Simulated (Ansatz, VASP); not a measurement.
# Zn3As2O6 (Zn3As2O6 (Pbam)): VASP beside Ansatz, part 2 of 2

One calculation is typed for both programs; each brings its own data sets. How far apart do they land? Of the first pair: The structure shown is the start of the Ansatz relaxation below; VASP solves that cell, so the two are compared at the walk's first step.

VASP 6.6.1 and Ansatz 0.2.0.

So far: The starting structure; Ansatz: relaxation, PBEsol.

## Step 3: VASP: single point, PBEsol, start cell, pair 1

Level of this step: PBEsol; plane waves and PAW (Zn, As, O) (VASP).

The same cell, functional, mesh and smearing now go to VASP, with its own data sets.

Lines of VASP's logs that name or quote its potential files are left out, and so is its time.

File INCAR:

```
SYSTEM = Zn3As2O6
PREC = Accurate
ENCUT = 520
EDIFF = 1E-06
NELM = 120
ISMEAR = -1
SIGMA = 0.01
LREAL = Auto
ALGO = Normal
GGA = PS
NBANDS = 200
LORBIT = 11
LWAVE = .FALSE.
LCHARG = .FALSE.
ISIF = 2
LASPH = .TRUE.
GGA_COMPAT = .FALSE.
EFERMI = MIDGAP
KPAR = 8
```

File POSCAR:

```
Zn3As2O6
1.0
    6.1367680000      0.0000000000      0.0000000000
    0.0000000000     14.3883650000      0.0000000000
    0.0000000000      0.0000000000      7.8300330000
Zn As O
12 8 24
Direct
    0.0000000000      0.5000000000      0.6853937908
    0.5000000000      0.0000000000      0.3146063369
    0.0000000000      0.5000000000      0.3146063369
    0.5000000000      0.0000000000      0.6853937908
    0.4363777480      0.2219634406      0.2148180602
    0.9363777480      0.2780365594      0.7851820676
    0.5636222520      0.7780365594      0.2148180602
    0.0636222520      0.7219634406      0.7851820676
    0.9363777480      0.2780365594      0.2148180602
    0.4363777480      0.2219634406      0.7851820676
    0.0636222520      0.7219634406      0.2148180602
    0.5636222520      0.7780365594      0.7851820676
    0.0883575850      0.1257098878      0.5000000639
    0.5883575850      0.3742901122      0.5000000639
    0.9116424150      0.8742901122      0.5000000639
    0.4116424150      0.6257098878      0.5000000639
    0.7758223873      0.0973827638      0.0000000639
    0.2758223873      0.4026172362      0.0000000639
    0.2241776127      0.9026172362      0.0000000639
    0.7241776127      0.5973827638      0.0000000639
    0.4115553985      0.8960183280      0.8262302982
    0.9115553985      0.6039816720      0.1737698296
    0.5884446015      0.1039816720      0.8262302982
    0.0884446015      0.3960183280      0.1737698296
    0.5884446015      0.1039816720      0.1737698296
    0.0884446015      0.3960183280      0.8262302982
    0.4115553985      0.8960183280      0.1737698296
    0.9115553985      0.6039816720      0.8262302982
    0.3445537211      0.6997027807      0.6749444096
    0.8445537211      0.8002972193      0.3250557182
    0.6554462789      0.3002972193      0.6749444096
    0.1554462789      0.1997027807      0.3250557182
    0.6554462789      0.3002972193      0.3250557182
    0.1554462789      0.1997027807      0.6749444096
    0.3445537211      0.6997027807      0.3250557182
    0.8445537211      0.8002972193      0.6749444096
    0.8385497464      0.2182171845      0.0000000639
    0.3385497463      0.2817828155      0.0000000639
    0.1614502537      0.7817828155      0.0000000639
    0.6614502536      0.7182171845      0.0000000639
    0.6671400972      0.9396039786      0.5000000639
    0.1671400972      0.5603960214      0.5000000639
    0.3328599028      0.0603960214      0.5000000639
    0.8328599028      0.4396039786      0.5000000639
```

File KPOINTS:

```
Automatic mesh
0
Gamma
5 2 4
0 0 0
```

The projector-augmented-wave data sets are Zn, As and O (PBE family, release 64).

Started as:

```bash
$ mpirun -np 8 vasp_std
```

Numbers of over 12 decimals in the logs are rounded to 6 here.

What it wrote:

```text
[banner, memory and clock lines left out]
running    8 mpi-ranks, on    1 nodes
[...]
|                                                                             |
|           W    W    AA    RRRRR   N    N  II  N    N   GGGG   !!!           |
|           W    W   A  A   R    R  NN   N  II  NN   N  G    G  !!!           |
|           W    W  A    A  R    R  N N  N  II  N N  N  G       !!!           |
|           W WW W  AAAAAA  RRRRR   N  N N  II  N  N N  G  GGG   !            |
|           WW  WW  A    A  R   R   N   NN  II  N   NN  G    G                |
|           W    W  A    A  R    R  N    N  II  N    N   GGGG   !!!           |
|                                                                             |
|     For optimal performance we recommend to set                             |
|       NCORE = 2 up to number-of-cores-per-socket                            |
|     NCORE specifies how many cores store one orbital (NPAR=cpu/NCORE).      |
|     This setting can greatly improve the performance of VASP for DFT.       |
[...]
|                                                                             |
|     You enforced a specific xc type in the INCAR file but a different       |
|     [... a line on the potential file left out ...]
|     I HOPE YOU KNOW WHAT YOU ARE DOING!                                     |
|                                                                             |

 LDA part: xc-table for (Slater+PW92), standard interpolation
 POSCAR, INCAR and KPOINTS ok, starting setup
[...]
entering main loop
       N       E                     dE             d eps       ncg     rms          rms(c)
DAV:   1     0.411939691049E+04    0.41194E+04   -0.14355E+05  7200   0.189E+03
DAV:   2     0.638900068262E+03   -0.34805E+04   -0.33154E+04  7440   0.506E+02
DAV:   3    -0.197789583292E+03   -0.83669E+03   -0.80434E+03  7872   0.233E+02
DAV:   4    -0.278265883890E+03   -0.80476E+02   -0.79409E+02  8192   0.787E+01
[...]
DAV:  18    -0.245465949908E+03    0.33286E-06   -0.10681E-05  8248   0.258E-02    0.138E-02
DAV:  19    -0.245465948422E+03    0.14867E-05   -0.10418E-05  9016   0.134E-02    0.507E-03
DAV:  20    -0.245465948729E+03   -0.30737E-06   -0.29735E-06  6184   0.631E-03
   1 F= -.24546595E+03 E0= -.24546595E+03  d E =0.000000E+00
```

OUTCAR, selected parts (step 3):

```text
  Total        4.2288399      4.6077366      6.6514262      0.0000000      0.0000000      0.0000000
  in kB        9.7997971     10.6778418     15.4138317      0.0000000      0.0000000      0.0000000
  external PRESSURE =      11.9638236 kB  Pullay stress =       0.0000000 kB

 POSITION                                       TOTAL-FORCE (eV/Angst)
 -----------------------------------------------------------------------------------
      0.00000      7.19418      5.36666         0.000000     -0.000000      0.001732
      3.06838      0.00000      2.46338         0.000000     -0.000000     -0.001732
      0.00000      7.19418      2.46338         0.000000     -0.000000     -0.001732
      3.06838      0.00000      5.36666         0.000000     -0.000000      0.001732
      2.67795      3.19369      1.68203        -0.018221     -0.006243      0.023305
      5.74633      4.00049      6.14800        -0.018221      0.006243     -0.023305
      3.45882     11.19467      1.68203         0.018221      0.006243      0.023305
      0.39044     10.38787      6.14800         0.018221     -0.006243     -0.023305
      5.74633      4.00049      1.68203        -0.018221      0.006243      0.023305
      2.67795      3.19369      6.14800        -0.018221     -0.006243     -0.023305
      0.39044     10.38787      1.68203         0.018221     -0.006243      0.023305
      3.45882     11.19467      6.14800         0.018221      0.006243     -0.023305
      0.54223      1.80876      3.91502        -0.492114     -0.210018     -0.000000
      3.61061      5.38542      3.91502        -0.492114      0.210018     -0.000000
[...]
-----------------------------------------------------------------------------------
    total drift:                                0.000000      0.000000     -0.007707

  FREE ENERGIE OF THE ION-ELECTRON SYSTEM (eV)
  ---------------------------------------------------
  free  energy   TOTEN  =      -245.4659487291 eV

  energy  without entropy=     -245.4659487291  energy(sigma->0) =     -245.46594873

[... 3 further parts left out ...]
[key lines of the parts left out:]
E-fermi :   2.2144
```

The run ends at a pressure of 1.20 GPa, with forces up to 0.54 eV/Å.

## Step 4: Comparison

Known differences besides the potentials themselves: the data sets hold 408 valence electrons in Ansatz (on its default PAW (the set named soft_2) files) and 328 in VASP; the cutoff is 420 eV in Ansatz and 520 eV in VASP (PREC = Accurate, projectors in real space); Ansatz makes its cores anew for this functional, VASP keeps those of its PBE data sets. Total energies have different zeros and are not compared.

Forces on 7 of the 44 atoms, those with the largest forces and the largest differences (eV/Å; atoms numbered as in POSCAR):

```tsv
atom	Ansatz x, y, z	VASP x, y, z
As13	-0.146, -0.055, 0.000	-0.492, -0.210, 0.000
As14	-0.146, 0.055, 0.000	-0.492, 0.210, 0.000
As15	0.146, 0.055, 0.000	0.492, 0.210, 0.000
As17	0.132, -0.099, 0.000	0.384, -0.382, 0.000
As18	0.132, 0.099, 0.000	0.384, 0.382, 0.000
As19	-0.132, 0.099, 0.000	-0.384, 0.382, 0.000
As20	-0.132, -0.099, 0.000	-0.384, -0.382, 0.000
```

The forces differ by 116 meV/Å r.m.s., which is 52.9 % of the r.m.s. force of 0.218 eV/Å (both taken over all components).

## Step 5: Ansatz: relaxation, PBEsol

This run makes the geometry at which the two programs are then compared.

The structure compared here is the end of the Ansatz relaxation.

File input.yaml:

```yaml
crystal:
  lattice:
    - [6.1367681, 0.0, 0.0]
    - [0.0, 14.3883646, 0.0]
    - [0.0, 0.0, 7.8300335]
  atoms:
    - { symbol: Zn, position: [0.0, 0.5, 0.68539374] }
    - { symbol: Zn, position: [0.5, 0.0, 0.31460626] }
    - { symbol: Zn, position: [0.0, 0.5, 0.31460626] }
    - { symbol: Zn, position: [0.5, 0.0, 0.68539374] }
    - { symbol: Zn, position: [0.43637771, 0.22196345, 0.21481802] }
    - { symbol: Zn, position: [0.93637771, 0.27803655, 0.78518198] }
    - { symbol: Zn, position: [0.56362229, 0.77803655, 0.21481802] }
    - { symbol: Zn, position: [0.06362229, 0.72196345, 0.78518198] }
    - { symbol: Zn, position: [0.93637771, 0.27803655, 0.21481802] }
    - { symbol: Zn, position: [0.43637771, 0.22196345, 0.78518198] }
    - { symbol: Zn, position: [0.06362229, 0.72196345, 0.21481802] }
    - { symbol: Zn, position: [0.56362229, 0.77803655, 0.78518198] }
    - { symbol: As, position: [0.08835754, 0.12570988, 0.5] }
    - { symbol: As, position: [0.58835754, 0.37429012, 0.5] }
    - { symbol: As, position: [0.91164246, 0.87429012, 0.5] }
    - { symbol: As, position: [0.41164246, 0.62570988, 0.5] }
    - { symbol: As, position: [0.77582239, 0.09738276, 0.0] }
    - { symbol: As, position: [0.27582239, 0.40261724, 0.0] }
    - { symbol: As, position: [0.22417761, 0.90261724, 0.0] }
    - { symbol: As, position: [0.72417761, 0.59738276, 0.0] }
    - { symbol: O, position: [0.41155543, 0.89601833, 0.82623019] }
    - { symbol: O, position: [0.91155543, 0.60398167, 0.17376981] }
    - { symbol: O, position: [0.58844457, 0.10398167, 0.82623019] }
    - { symbol: O, position: [0.08844457, 0.39601833, 0.17376981] }
    - { symbol: O, position: [0.58844457, 0.10398167, 0.17376981] }
    - { symbol: O, position: [0.08844457, 0.39601833, 0.82623019] }
    - { symbol: O, position: [0.41155543, 0.89601833, 0.17376981] }
    - { symbol: O, position: [0.91155543, 0.60398167, 0.82623019] }
    - { symbol: O, position: [0.34455375, 0.69970277, 0.67494433] }
    - { symbol: O, position: [0.84455375, 0.80029723, 0.32505567] }
    - { symbol: O, position: [0.65544625, 0.30029723, 0.67494433] }
    - { symbol: O, position: [0.15544625, 0.19970277, 0.32505567] }
    - { symbol: O, position: [0.65544625, 0.30029723, 0.32505567] }
    - { symbol: O, position: [0.15544625, 0.19970277, 0.67494433] }
    - { symbol: O, position: [0.34455375, 0.69970277, 0.32505567] }
    - { symbol: O, position: [0.84455375, 0.80029723, 0.67494433] }
    - { symbol: O, position: [0.83854978, 0.21821717, 0.0] }
    - { symbol: O, position: [0.33854978, 0.28178283, 0.0] }
    - { symbol: O, position: [0.16145022, 0.78178283, 0.0] }
    - { symbol: O, position: [0.66145022, 0.71821717, 0.0] }
    - { symbol: O, position: [0.66714008, 0.93960398, 0.5] }
    - { symbol: O, position: [0.16714008, 0.56039602, 0.5] }
    - { symbol: O, position: [0.33285992, 0.06039602, 0.5] }
    - { symbol: O, position: [0.83285992, 0.43960398, 0.5] }
basis:
  ecutwfc: 420
  xc_grid: 2
hamiltonian:
  xc: pbesol
kpoints:
  mp_grid: { grid: [5, 2, 4] }
scf:
  occupations: { method: fermi_dirac, width: 0.01 }
  max_iter: 150
output:
  forces: true
  stress: true
relax:
  f_tol: 0.01
  max_steps: 60
  cell: {}
checkpoint:
  write: "../pbesol.run"
  compress: false
  write_wavefunctions: false
  write_every: 100000
```

Started as:

```bash
$ ansatz run input.yaml --threads 4 --pin off --max-ram 6594MiB --backend cpu --events-out ev --progress --plain --runs-dir out
```

What it wrote:

```text
[...]
Crystal: 44 atoms, lattice volume = 691.377 Å³
Basis set: ecut = 420 eV, 13475 PW (Γ), exchange–correlation on 90×200×108 points (8 copies of the dense FFT grid, shifted against one another)
Bands: 248, of which v1, the nominal top of the filled ones, is band 204 counted from 1 (203 counted from 0)
Symmetry: 8 space group operations
[...]
k-points: 18 of 40
[...]
- { symbol: O, position: [0.588339, 0.104267, 0.175149] }
    - { symbol: O, position: [0.088339, 0.395733, 0.824851] }
    - { symbol: O, position: [0.411661, 0.895733, 0.175149] }
    - { symbol: O, position: [0.911661, 0.604267, 0.824851] }
[...]
- { symbol: O, position: [0.667173, 0.940755, 0.5] }
    - { symbol: O, position: [0.167173, 0.559245, 0.5] }
    - { symbol: O, position: [0.332827, 0.059245, 0.5] }
    - { symbol: O, position: [0.832827, 0.440755, 0.5] }
[key lines of the parts left out:]
SCF converged after 5 iterations
Free energy (F): -91335.216621 eV
Fermi energy:    6.412675 eV
P = ⅓ Tr σ = -0.0024 GPa (-0.024 kbar)
```

## Step 6: VASP: single point, PBEsol, relaxed cell, pair 2

The same cell, functional, mesh and smearing now go to VASP, with its own data sets.

INCAR, as its differences from that of step 3:

```diff
@@ -2,3 +2,3 @@
 PREC = Accurate
-ENCUT = 520
+ENCUT = 600
 EDIFF = 1E-06
```

File POSCAR:

```
Zn3As2O6
1.0
    6.1419596191      0.0000000000      0.0000000000
    0.0000000000     14.3579485442      0.0000000000
    0.0000000000      0.0000000000      7.8364083041
Zn As O
12 8 24
Direct
    0.0000000000      0.5000000000      0.6855496981
    0.5000000000      0.0000000000      0.3144503019
    0.0000000000      0.5000000000      0.3144503019
    0.5000000000      0.0000000000      0.6855496981
    0.4356245347      0.2220105114      0.2152153432
    0.9356245347      0.2779894886      0.7847846568
    0.5643754653      0.7779894886      0.2152153432
    0.0643754653      0.7220105114      0.7847846568
    0.9356245347      0.2779894886      0.2152153432
    0.4356245347      0.2220105114      0.7847846568
    0.0643754653      0.7220105114      0.2152153432
    0.5643754653      0.7779894886      0.7847846568
    0.0885349831      0.1255265834      0.5000000000
    0.5885349831      0.3744734166      0.5000000000
    0.9114650169      0.8744734166      0.5000000000
    0.4114650169      0.6255265834      0.5000000000
    0.7753217597      0.0978057637      1.0000000000
    0.2753217597      0.4021942363      1.0000000000
    0.2246782403      0.9021942363      1.0000000000
    0.7246782403      0.5978057637      1.0000000000
    0.4116609982      0.8957330731      0.8248510460
    0.9116609982      0.6042669269      0.1751489540
    0.5883390018      0.1042669269      0.8248510460
    0.0883390018      0.3957330731      0.1751489540
    0.5883390018      0.1042669269      0.1751489540
    0.0883390018      0.3957330731      0.8248510460
    0.4116609982      0.8957330731      0.1751489540
    0.9116609982      0.6042669269      0.8248510460
    0.3447930468      0.6995595423      0.6763864614
    0.8447930468      0.8004404577      0.3236135386
    0.6552069532      0.3004404577      0.6763864614
    0.1552069532      0.1995595423      0.3236135386
    0.6552069532      0.3004404577      0.3236135386
    0.1552069532      0.1995595423      0.6763864614
    0.3447930468      0.6995595423      0.3236135386
    0.8447930468      0.8004404577      0.6763864614
    0.8380557442      0.2191923857      1.0000000000
    0.3380557442      0.2808076143      1.0000000000
    0.1619442558      0.7808076143      1.0000000000
    0.6619442558      0.7191923857      1.0000000000
    0.6671733646      0.9407554385      0.5000000000
    0.1671733646      0.5592445615      0.5000000000
    0.3328266354      0.0592445615      0.5000000000
    0.8328266354      0.4407554385      0.5000000000
```

KPOINTS is that of step 3.

Started as:

```bash
$ mpirun -np 8 vasp_std
```

What it wrote:

```text
[banner, memory and clock lines left out]
running    8 mpi-ranks, on    1 nodes
[...]
[... a notice as in an earlier step ...]

 [... a notice as in an earlier step ...]

 LDA part: xc-table for (Slater+PW92), standard interpolation
 POSCAR, INCAR and KPOINTS ok, starting setup
[...]
entering main loop
       N       E                     dE             d eps       ncg     rms          rms(c)
DAV:   1     0.440899226305E+04    0.44090E+04   -0.15560E+05  7200   0.209E+03
DAV:   2     0.743086051039E+03   -0.36659E+04   -0.34938E+04  7368   0.549E+02
DAV:   3    -0.181265760321E+03   -0.92435E+03   -0.88277E+03  7848   0.250E+02
DAV:   4    -0.277667949881E+03   -0.96402E+02   -0.95059E+02  8168   0.874E+01
[...]
DAV:  16    -0.245565498736E+03    0.36852E-04   -0.57149E-04  8944   0.630E-02    0.184E-02
DAV:  17    -0.245565527402E+03   -0.28666E-04   -0.72709E-05  7992   0.454E-02    0.172E-02
DAV:  18    -0.245565528037E+03   -0.63507E-06   -0.88572E-06  7880   0.242E-02
   1 F= -.24556553E+03 E0= -.24556553E+03  d E =0.000000E+00
```

Parts of OUTCAR (step 6):

```text
  Total        3.4705095      3.9130886      4.1781956      0.0000000      0.0000000      0.0000000
  in kB        8.0461369      9.0722260      9.6868581      0.0000000      0.0000000      0.0000000
  external PRESSURE =       8.9350737 kB  Pullay stress =       0.0000000 kB

 POSITION                                       TOTAL-FORCE (eV/Angst)
 -----------------------------------------------------------------------------------
      0.00000      7.17897      5.37225        -0.000000     -0.000000      0.003021
      3.07098      0.00000      2.46416        -0.000000     -0.000000     -0.003021
      0.00000      7.17897      2.46416        -0.000000     -0.000000     -0.003021
      3.07098      0.00000      5.37225        -0.000000     -0.000000      0.003021
      2.67559      3.18762      1.68652        -0.008279      0.002324     -0.000608
      5.74657      3.99136      6.14989        -0.008279     -0.002324      0.000608
      3.46637     11.17033      1.68652         0.008279     -0.002324     -0.000608
      0.39539     10.36659      6.14989         0.008279      0.002324      0.000608
      5.74657      3.99136      1.68652        -0.008279     -0.002324     -0.000608
      2.67559      3.18762      6.14989        -0.008279      0.002324      0.000608
      0.39539     10.36659      1.68652         0.008279      0.002324     -0.000608
      3.46637     11.17033      6.14989         0.008279     -0.002324      0.000608
      0.54378      1.80230      3.91820        -0.313273     -0.142223     -0.000000
      3.61476      5.37667      3.91820        -0.313273      0.142223     -0.000000
[...]
-----------------------------------------------------------------------------------
    total drift:                                0.000000     -0.000000     -0.000000

  FREE ENERGIE OF THE ION-ELECTRON SYSTEM (eV)
  ---------------------------------------------------
  free  energy   TOTEN  =      -245.5655280375 eV

  energy  without entropy=     -245.5655280375  energy(sigma->0) =     -245.56552804

[... 1 part as in an earlier step ...]

[... 2 further parts left out ...]
[key lines of the parts left out:]
E-fermi :   2.2113
```

The run ends at a pressure of 0.89 GPa, with forces up to 0.36 eV/Å.

## Step 7: Comparison

What differs besides the data sets and the points named for the pairs above, as far as they apply: the data sets hold 408 valence electrons in Ansatz (on its default PAW (the set named soft_2) files) and 328 in VASP; the cutoff is 420 eV in Ansatz and 600 eV in VASP (PREC = Accurate, projectors in real space); Ansatz's pressure holds a Pulay correction, VASP's none. Total energies have different zeros and are not compared.

Both answers:

```tsv
quantity	Ansatz	VASP	difference
pressure (GPa)	0.00	0.89	-0.90
gap on the k mesh (eV)	3.511	3.499	+0.012
```

Forces on 7 of the 44 atoms, those with the largest forces and the largest differences (eV/Å; atoms numbered as in POSCAR):

```tsv
atom	Ansatz x, y, z	VASP x, y, z
As13	-0.001, -0.004, 0.000	-0.313, -0.142, 0.000
As14	-0.001, 0.004, 0.000	-0.313, 0.142, 0.000
As15	0.001, 0.004, 0.000	0.313, 0.142, 0.000
As17	0.001, 0.001, 0.000	0.243, -0.263, 0.000
As18	0.001, -0.001, 0.000	0.243, 0.263, 0.000
As19	-0.001, -0.001, 0.000	-0.243, 0.263, 0.000
As20	-0.001, 0.001, 0.000	-0.243, -0.263, 0.000
```

The forces differ by 106 meV/Å r.m.s., where the r.m.s. force is 0.002 eV/Å in Ansatz and 0.107 eV/Å in VASP: the atoms lie near their places of rest in Ansatz, so a percentage would say little (all taken over all components). A gap on the mesh is an upper bound, since the band edges may lie between its points.

## Step 8: Summary of results

```json
{
 "r.m.s. force difference (single point, PBEsol, start cell, pair 1)": "53 % of the r.m.s. force",
 "r.m.s. force difference (single point, PBEsol, relaxed cell, pair 2)": "106 meV/Å",
 "difference in pressure (single point, PBEsol, relaxed cell, pair 2)": "-0.90 GPa"
}
```

In words: The r.m.s. force difference is 53 % of the r.m.s. force (single point, PBEsol, start cell, pair 1), beyond the 3 % picked in this series as the mark of a large difference. The data sets hold unlike numbers of valence electrons (408 in Ansatz and 328 in VASP), so part of the differences comes from the potentials. What causes the difference of the single point, PBEsol, start cell, pair 1 pair stays open here. What causes the difference of the single point, PBEsol, relaxed cell, pair 2 pair stays open here. Such differences can come from data sets, numerical settings and the points named under the comparisons, not from the functional's error against experiment.

[Lines on the potential files, build, host, timing and source positions are cut from VASP's logs without a mark.]

[Logs are printed without paths, hosts, clocks, repeated set-up lines and the standing remarks that a program may print on its own settings, such as how far it seeks lower states.]

[Hosts, paths, dates, database ids (printed as entryN), source tags and the programs' standing remarks are cut or masked in the printed files.]
